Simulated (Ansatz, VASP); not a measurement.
# TiTe2 in two plane-wave programs, part 2 of 2

One calculation is typed for both programs; each brings its own data sets. How far apart do they land? The cell is taken from a series of runs on this material, whose earlier steps may have relaxed, scaled, displaced or heated it; both programs get it as it stands.

VASP 6.6.1 and Ansatz 0.2.0.

So far: The starting structure; Ansatz: relaxation of cell and atoms, PBEsol; VASP: relaxation of cell and atoms, PBEsol.

### Step 3. VASP: relaxation of cell and atoms, PBEsol (continued)

Level of this step: PBEsol, no spin polarisation; plane waves and PAW (Ti_sv, Te) (VASP).

Numbers of over 12 decimals in the logs are rounded to 6 here.

From OUTCAR (step 3):

```text
ion  position               nearest neighbor table
   1  0.000  0.000  0.000-   3 2.74   2 2.74   3 2.74   2 2.74   2 2.74   3 2.74
   2  0.667  0.333  0.267-   1 2.74   1 2.74   1 2.74   3 3.68   3 3.68   3 3.68
   3  0.333  0.667  0.733-   1 2.74   1 2.74   1 2.74   2 3.68   2 3.68   2 3.68

  LATTYP: Found a hexagonal cell.
 ALAT       =     3.6956900000
 C/A-ratio  =     1.7446014141

 Subroutine GETGRP returns: Found 12 space group operations
 (whereof 12 operations were pure point group operations)

The static configuration has the point symmetry D_3d.

 Found    192 irreducible k-points:

   k-points           NKPTS =    192   k-points in BZ     NKDIM =    192   number of bands    NBANDS=     18

   dimension x,y,z NGX =    28 NGY =   28 NGZ =   48
   dimension x,y,z NGXF=    56 NGYF=   56 NGZF=   96

   ENCUT  =  500.0 eV  36.75 Ry    6.06 a.u.   6.74  6.74 11.76*2*pi/ulx,y,z

   NELECT =      24.0000    total number of electrons

 k-points in reciprocal lattice and weights: Automatic mesh
   0.00000000  0.00000000  0.00000000       0.001
   0.06666667  0.00000000  0.00000000       0.003
   0.13333333 -0.00000000  0.00000000       0.003
   0.20000000  0.00000000  0.00000000       0.003
   0.26666667 -0.00000000  0.00000000       0.003
   0.33333333  0.00000000  0.00000000       0.003
   0.40000000  0.00000000  0.00000000       0.003
   0.46666667 -0.00000000  0.00000000       0.003
   0.06666667  0.06666667  0.00000000       0.003
[...]
0.33333333  0.26666667  0.50000000       0.007
   0.33333333  0.33333333  0.50000000       0.001

 average (electrostatic) potential at core
       1 -73.8044       2 -86.6347       3 -86.6347

 E-fermi :   7.3632

 k-point     1 :       0.0000    0.0000    0.0000
  band No.  band energies     occupation
    ...
      5      -5.3858      2.00000
      6      -3.7568      2.00000
      7       1.7689      2.00000
      8       5.7510      2.00000
      9       5.7510      2.00000
     10       7.5742     -0.05990
     11       7.7865     -0.01078
     12       7.7865     -0.01078
     13       7.9662     -0.00017
     14       8.6492     -0.00000
    ...

 k-point     2 :       0.0667    0.0000    0.0000
  band No.  band energies     occupation
    ...
      5      -5.3319      2.00000
      6      -3.7270      2.00000
      7       1.8336      2.00000
      8       5.6048      2.00000
      9       5.7585      2.00000
     10       7.4312      0.45991
     11       7.6328     -0.06697
     12       7.6339     -0.06664
     13       7.9414     -0.00034
     14       8.5248     -0.00000
    ...

 k-point     3 :       0.1333   -0.0000    0.0000
  band No.  band energies     occupation
    ...
      7       2.0252      2.00000
      8       5.2247      2.00000
      9       5.7754      2.00000
     10       6.6314      2.00000
     11       7.3143      1.40013
     12       7.5752     -0.06059
     13       7.7191     -0.03046
     14       8.4376     -0.00000
     15       8.7705     -0.00000
     16      10.2037     -0.00000
    ...

  Total        0.0085426      0.0085426     -0.0076245      0.0000000     -0.0000000      0.0000000
  in kB        0.1797695      0.1797695     -0.1604493      0.0000000     -0.0000000      0.0000000
  external PRESSURE =       0.0663632 kB  Pullay stress =       0.0000000 kB

  energy-cutoff  :      500.00
  volume of cell :       76.14
      direct lattice vectors                 reciprocal lattice vectors
     3.694823425  0.000000000  0.000000000     0.270648928  0.156259252  0.000000000
    -1.847411713  3.199810524 -0.000000000     0.000000000  0.312518505  0.000000000
     0.000000000 -0.000000000  6.439725790     0.000000000  0.000000000  0.155286115

 POSITION                                       TOTAL-FORCE (eV/Angst)
 -----------------------------------------------------------------------------------
     -0.00000      0.00000     -0.00000         0.000000      0.000000      0.000000
      1.84741      1.06660      1.72479        -0.000000      0.000000     -0.002730
     -0.00000      2.13321      4.71494         0.000000     -0.000000      0.002730
 -----------------------------------------------------------------------------------
    total drift:                               -0.000000      0.000000     -0.000000

  FREE ENERGIE OF THE ION-ELECTRON SYSTEM (eV)
  ---------------------------------------------------
  free  energy   TOTEN  =       -17.5382836157 eV

  energy  without entropy=      -17.5394657125  energy(sigma->0) =      -17.53867765

 reached required accuracy - stopping structural energy minimisation

 total charge
# of ion       s       p       d       tot
------------------------------------------
    1        2.171   6.129   1.912  10.211
    2        1.385   1.991   0.044   3.420
    3        1.385   1.991   0.044   3.420
--------------------------------------------------
tot          4.940  10.111   2.000  17.050

[... 3 further parts left out ...]
```

CONTCAR:

```
TiTe2
   1.00000000000000
     3.6948234250040022    0.0000000000000000    0.0000000000000000
    -1.8474117125020011    3.1998105243381816   -0.0000000000000000
     0.0000000000000000   -0.0000000000000000    6.4397257896220692
  Ti              Te
     1     2
Direct
     0.0000000000000000    0.0000000000000000    0.0000000000000000
     0.6666666667000030    0.3333333332999970    0.2678353295365631
     0.3333333332999970    0.6666666667000030    0.7321646704634369
```

This run has no spin polarisation, so a moment on Ti, if there is one, isn't seen. The run keeps the 12 symmetry operations of its start, so it cannot find a distortion of lower symmetry.

### Step 4. Side by side

Known differences besides the potentials themselves: the data sets hold 44 valence electrons in Ansatz (on its PAW soft_1 files) and 24 in VASP; the cutoff is 420 eV in Ansatz and 500 eV in VASP; Ansatz makes its cores anew for this functional, VASP keeps those of its PBE data sets; Ansatz adds a Pulay correction to the stress that steers its cell, VASP none. Total energies have different zeros and are not compared.

Both answers:

```tsv
quantity	Ansatz	VASP	difference
volume (Å³)	76.24	76.14	+0.14 %
edge a after relaxation, in the typed setting (Å)	3.696	3.695	+0.02 %
edge c after relaxation, in the typed setting (Å)	6.446	6.440	+0.09 %
```

### Step 5. Results

```yaml
difference_in_volume_relaxation_of_cell_and_atoms_pbesol: 0.14 %
```

What this shows: The difference in volume is 0.14 % (relaxation of cell and atoms, PBEsol), within the 1.2 % picked in this series as the mark of a large difference, as far as the stopping tolerances let one tell. The data sets hold unlike numbers of valence electrons (44 in Ansatz and 24 in VASP), so part of the differences comes from the potentials. Such differences can come from data sets, numerical settings and the points named under the comparisons, not from the functional's error against experiment.

[Lines on the potential files, build, host, timing and source positions are cut from VASP's logs without a mark.]

[Logs are printed without paths, hosts, clocks, repeated set-up lines and the standing remarks that a program may print on its own settings, such as how far it seeks lower states.]

[Hosts, paths, dates, database ids (printed as entryN), source tags and the programs' standing remarks are cut or masked in the printed files.]
